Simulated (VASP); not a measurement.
Method: PBEsol GGA, VASP's PBE PAW potentials (set 64) (plane waves; VASP).

A VASP calculation is set up with these files.

INCAR:
```
SYSTEM  =  As
PREC  =  Accurate; ENCUT  =  530; LREAL  =  F
LASPH  =  T
EDIFF  =  1E-7; NELM  =  100; ALGO  =  Normal
LMAXMIX  =  4
ISMEAR  =  1; SIGMA  =  0.1
GGA  =  PS
IBRION  =  6; NSW  =  1; ISIF  =  3
POTIM  =  0.015; NFREE  =  2
LWAVE  =  F; LCHARG  =  F
```

POSCAR:
```
As
1
    0.0000000000     2.1003893414     2.1003893414
    2.1003893414     0.0000000000     2.1003893414
    2.1003893414     2.1003893414     0.0000000000
As
1
Direct
  0.0000000000   0.0000000000   0.0000000000
```

KPOINTS:
```
Automatic mesh
0
Gamma
13 13 13
0 0 0
```

POTCAR, in this order: As (PBE.64 set). Program: vasp_std.

Output

OSZICAR:
```
...
DAV:   6    -0.462029995963E+01    0.75986E-06   -0.12214E-07  2652   0.317E-03    0.542E-04
DAV:   7    -0.462029937106E+01    0.58857E-06   -0.48885E-09  1434   0.660E-04    0.975E-05
DAV:   8    -0.462029935873E+01    0.12324E-07   -0.16950E-10  1380   0.135E-04
   6 F= -.46202994E+01 E0= -.46204574E+01  d E =0.473991E-03
       N       E                     dE             d eps       ncg     rms          rms(c)
DAV:   1    -0.462870068014E+01   -0.84013E-02   -0.36719E-01  2736   0.386E+00    0.483E-01
DAV:   2    -0.462329830499E+01    0.54024E-02   -0.70234E-03  2682   0.699E-01    0.269E-01
DAV:   3    -0.462069661834E+01    0.26017E-02   -0.59447E-03  2526   0.482E-01    0.467E-02
DAV:   4    -0.462069737186E+01   -0.75352E-06   -0.37275E-05  2940   0.659E-02    0.326E-02
DAV:   5    -0.462069660873E+01    0.76313E-06   -0.23466E-06  2664   0.154E-02    0.147E-03
DAV:   6    -0.462069653372E+01    0.75012E-07   -0.38591E-08  2208   0.145E-03
   7 F= -.46206965E+01 E0= -.46206812E+01  d E =-.460702E-04
       N       E                     dE             d eps       ncg     rms          rms(c)
DAV:   1    -0.462353150697E+01   -0.28349E-02   -0.22117E-01  8886   0.290E+00    0.284E-01
DAV:   2    -0.462162620713E+01    0.19053E-02   -0.48657E-03  7974   0.596E-01    0.158E-01
DAV:   3    -0.462062727402E+01    0.99893E-03   -0.23835E-03  8886   0.298E-01    0.236E-02
DAV:   4    -0.462062920185E+01   -0.19278E-05   -0.32131E-05  8304   0.518E-02    0.170E-02
DAV:   5    -0.462062969329E+01   -0.49143E-06   -0.94723E-07  9378   0.903E-03    0.249E-03
DAV:   6    -0.462062978614E+01   -0.92850E-07   -0.72198E-08  5562   0.209E-03
   8 F= -.46206298E+01 E0= -.46205911E+01  d E =-.116159E-03
       N       E                     dE             d eps       ncg     rms          rms(c)
DAV:   1    -0.462432517248E+01   -0.36955E-02   -0.20723E-01  9126   0.250E+00    0.294E-01
DAV:   2    -0.462180252614E+01    0.25226E-02   -0.50759E-03  7806   0.563E-01    0.162E-01
DAV:   3    -0.462062478861E+01    0.11777E-02   -0.30556E-03  9150   0.326E-01    0.190E-02
DAV:   4    -0.462063142380E+01   -0.66352E-05   -0.71659E-05  7980   0.747E-02    0.196E-02
DAV:   5    -0.462063642498E+01   -0.50012E-05   -0.46146E-06  9954   0.164E-02    0.390E-02
DAV:   6    -0.462063093599E+01    0.54890E-05   -0.37954E-05  8250   0.437E-02    0.141E-02
DAV:   7    -0.462063010554E+01    0.83045E-06   -0.12712E-06  7860   0.913E-03    0.696E-03
DAV:   8    -0.462062980185E+01    0.30369E-06   -0.77574E-07  8430   0.612E-03    0.343E-04
DAV:   9    -0.462062980277E+01   -0.91615E-09   -0.17236E-08  4146   0.124E-03
   9 F= -.46206298E+01 E0= -.46205911E+01  d E =-.116187E-03
       N       E                     dE             d eps       ncg     rms          rms(c)
DAV:   1    -0.463257469233E+01   -0.11945E-01   -0.18944E-01  9432   0.237E+00    0.187E-01
DAV:   2    -0.462804338827E+01    0.45313E-02   -0.36854E-03  7764   0.505E-01    0.110E-01
DAV:   3    -0.462173827978E+01    0.63051E-02   -0.16420E-03  9630   0.238E-01    0.180E-02
DAV:   4    -0.462136003690E+01    0.37824E-03   -0.47049E-05  7896   0.594E-02    0.102E-02
DAV:   5    -0.462063241811E+01    0.72762E-03   -0.13973E-05  9444   0.227E-02    0.610E-04
DAV:   6    -0.462063221013E+01    0.20798E-06   -0.38641E-07  8052   0.553E-03    0.445E-04
DAV:   7    -0.462062999684E+01    0.22133E-05   -0.17673E-09  4776   0.380E-04    0.412E-05
DAV:   8    -0.462062979836E+01    0.19848E-06   -0.26266E-10  4182   0.128E-04    0.129E-05
DAV:   9    -0.462062980262E+01   -0.42562E-08   -0.19396E-11  4092   0.396E-05
  10 F= -.46206298E+01 E0= -.46205911E+01  d E =-.116170E-03
       N       E                     dE             d eps       ncg     rms          rms(c)
DAV:   1    -0.462436358661E+01   -0.37338E-02   -0.17895E-01  9450   0.250E+00    0.294E-01
DAV:   2    -0.462180204589E+01    0.25615E-02   -0.46941E-03  8016   0.534E-01    0.162E-01
DAV:   3    -0.462062472818E+01    0.11773E-02   -0.30590E-03  9384   0.326E-01    0.190E-02
DAV:   4    -0.462063245213E+01   -0.77240E-05   -0.73772E-05  8016   0.759E-02    0.218E-02
DAV:   5    -0.462063090170E+01    0.15504E-05   -0.13649E-06  9306   0.759E-03    0.155E-02
DAV:   6    -0.462063035456E+01    0.54714E-06   -0.43648E-07  8238   0.531E-03    0.101E-02
DAV:   7    -0.462063006769E+01    0.28686E-06   -0.14250E-07  4950   0.281E-03    0.693E-03
DAV:   8    -0.462062992953E+01    0.13816E-06   -0.79049E-08  4728   0.226E-03    0.465E-03
DAV:   9    -0.462062984116E+01    0.88371E-07   -0.97989E-08  4614   0.239E-03
  11 F= -.46206298E+01 E0= -.46205911E+01  d E =-.116231E-03
       N       E                     dE             d eps       ncg     rms          rms(c)
DAV:   1    -0.462165867869E+01   -0.10287E-02   -0.14892E-01  9174   0.223E+00    0.191E-01
DAV:   2    -0.462082643202E+01    0.83225E-03   -0.32709E-03  7980   0.455E-01    0.111E-01
DAV:   3    -0.462055157984E+01    0.27485E-03   -0.18106E-03  9414   0.234E-01    0.191E-02
DAV:   4    -0.462058118988E+01   -0.29610E-04   -0.48568E-05  7902   0.601E-02    0.917E-03
DAV:   5    -0.462063085269E+01   -0.49663E-04   -0.11561E-05  9588   0.218E-02    0.671E-04
DAV:   6    -0.462063044884E+01    0.40385E-06   -0.36730E-07  8028   0.534E-03    0.457E-04
DAV:   7    -0.462062989802E+01    0.55082E-06   -0.21491E-09  4884   0.392E-04    0.221E-05
DAV:   8    -0.462062987863E+01    0.19384E-07   -0.10577E-10  4116   0.102E-04
  12 F= -.46206299E+01 E0= -.46205912E+01  d E =-.116170E-03
       N       E                     dE             d eps       ncg     rms          rms(c)
DAV:   1    -0.462435895140E+01   -0.37291E-02   -0.18032E-01  9216   0.253E+00    0.294E-01
DAV:   2    -0.462180533025E+01    0.25536E-02   -0.46764E-03  8430   0.531E-01    0.162E-01
DAV:   3    -0.462062485608E+01    0.11805E-02   -0.30671E-03  9240   0.326E-01    0.190E-02
DAV:   4    -0.462063176695E+01   -0.69109E-05   -0.73873E-05  7968   0.758E-02    0.199E-02
DAV:   5    -0.462063498004E+01   -0.32131E-05   -0.20920E-06 10308   0.117E-02    0.341E-02
DAV:   6    -0.462063317515E+01    0.18049E-05   -0.46307E-05  8382   0.481E-02    0.241E-02
DAV:   7    -0.462063030697E+01    0.28682E-05   -0.37255E-06  8280   0.138E-02    0.893E-03
DAV:   8    -0.462062982166E+01    0.48531E-06   -0.11068E-06  8670   0.754E-03    0.530E-04
DAV:   9    -0.462062982131E+01    0.34751E-09   -0.31541E-08  4314   0.162E-03
  13 F= -.46206298E+01 E0= -.46205911E+01  d E =-.116185E-03
       N       E                     dE             d eps       ncg     rms          rms(c)
DAV:   1    -0.462482683980E+01   -0.41970E-02   -0.16653E-01  1272   0.272E+00    0.116E-01
DAV:   2    -0.462337300056E+01    0.14538E-02   -0.32851E-03  1164   0.514E-01    0.752E-02
DAV:   3    -0.462070058825E+01    0.26724E-02   -0.10551E-03  1362   0.189E-01    0.358E-03
DAV:   4    -0.462069630440E+01    0.42838E-05   -0.32802E-05  1164   0.496E-02    0.235E-03
DAV:   5    -0.462068452004E+01    0.11784E-04   -0.26228E-07  1392   0.400E-03    0.455E-04
DAV:   6    -0.462068522444E+01   -0.70440E-06   -0.49528E-09   678   0.685E-04    0.203E-04
DAV:   7    -0.462068517543E+01    0.49012E-07   -0.10980E-09   672   0.239E-04
  14 F= -.46206852E+01 E0= -.46207825E+01  d E =0.291857E-03
       N       E                     dE             d eps       ncg     rms          rms(c)
DAV:   1    -0.462023780632E+01    0.44742E-03   -0.34342E-01  1026   0.393E+00    0.261E-02
DAV:   2    -0.462068967199E+01   -0.45187E-03   -0.46704E-03  1182   0.646E-01    0.163E-02
DAV:   3    -0.462068501561E+01    0.46564E-05   -0.20613E-05  1350   0.336E-02    0.105E-03
DAV:   4    -0.462068514748E+01   -0.13187E-06   -0.15819E-06  1224   0.108E-02    0.477E-04
DAV:   5    -0.462068517951E+01   -0.32026E-07   -0.33898E-08   960   0.130E-03
  15 F= -.46206852E+01 E0= -.46207825E+01  d E =0.291857E-03
```

OUTCAR:
```
------------------------ aborting loop because EDIFF is reached ----------------------------------------
  FORCE on cell =-STRESS in cart. coord.  units (eV):
  Direction    XX          YY          ZZ          XY          YZ          ZX
  --------------------------------------------------------------------------------------
  Total        0.0027907      0.0027907      0.0027907      0.0000000     -0.0000000     -0.0000000
  in kB        0.2412647      0.2412647      0.2412647      0.0000000     -0.0000000     -0.0000000
  external PRESSURE =       0.2412647 kB  Pullay stress =       0.0000000 kB
  volume of cell :       18.53
      direct lattice vectors                 reciprocal lattice vectors
     0.000000000  2.100389341  2.100389341    -0.238051103  0.238051103  0.238051103
     2.100389341  0.000000000  2.100389341     0.238051103 -0.238051103  0.238051103
     2.100389341  2.100389341  0.000000000     0.238051103  0.238051103 -0.238051103
 POSITION                                       TOTAL-FORCE (eV/Angst)
 -----------------------------------------------------------------------------------
     -0.01500      0.00000      0.00000         0.000000      0.000000      0.000000
 -----------------------------------------------------------------------------------
    total drift:                               -0.000005     -0.000000     -0.000000
  FREE ENERGIE OF THE ION-ELECTRON SYSTEM (eV)
  ---------------------------------------------------
  free  energy   TOTEN  =        -4.6206851795 eV

  energy  without entropy=       -4.6209770369  energy(sigma->0) =       -4.62078247

   1 f  =    0.000000 THz     0.000000 2PiTHz    0.000000 cm-1     0.000000 meV
             X         Y         Z           dx          dy          dz
      0.000000  0.000000  0.000000     1.000000    0.000000    0.000000

   2 f  =    0.000000 THz     0.000000 2PiTHz    0.000000 cm-1     0.000000 meV
             X         Y         Z           dx          dy          dz
      0.000000  0.000000  0.000000     0.000000    1.000000    0.000000

   3 f  =    0.000000 THz     0.000000 2PiTHz    0.000000 cm-1     0.000000 meV
             X         Y         Z           dx          dy          dz
      0.000000  0.000000  0.000000     0.000000    0.000000    1.000000

 ELASTIC MODULI CONTR FROM IONIC RELAXATION (kBar)
 Direction    XX          YY          ZZ          XY          YZ          ZX
 --------------------------------------------------------------------------------
 XX           0.0000      0.0000      0.0000      0.0000      0.0000      0.0000
 YY           0.0000      0.0000      0.0000      0.0000      0.0000      0.0000
 ZZ           0.0000      0.0000      0.0000      0.0000      0.0000      0.0000
 XY           0.0000      0.0000      0.0000      0.0000      0.0000      0.0000
 YZ           0.0000      0.0000      0.0000      0.0000      0.0000      0.0000
 ZX           0.0000      0.0000      0.0000      0.0000      0.0000      0.0000
 --------------------------------------------------------------------------------

 TOTAL ELASTIC MODULI (kBar)
 Direction    XX          YY          ZZ          XY          YZ          ZX
 --------------------------------------------------------------------------------
 XX         225.1707   1247.7938   1247.7938     -0.0000      0.0000     -0.0000
 YY        1247.7938    225.1707   1247.7938      0.0000      0.0000      0.0000
 ZZ        1247.7938   1247.7938    225.1707      0.0000      0.0000      0.0000
 XY          -0.0000      0.0000      0.0000     47.5375      0.0000      0.0000
 YZ           0.0000      0.0000      0.0000      0.0000     47.5375      0.0000
 ZX          -0.0000      0.0000      0.0000      0.0000      0.0000     47.5375
 --------------------------------------------------------------------------------
```
(Selected blocks of OUTCAR.)

Finite-difference elastic constants of metals are sensitive to mesh and smearing; shear constants can be off by tens of GPa.

The structure was generated: As was put into the fcc type (Fm-3m), which need not be its known phase. It was relaxed first.
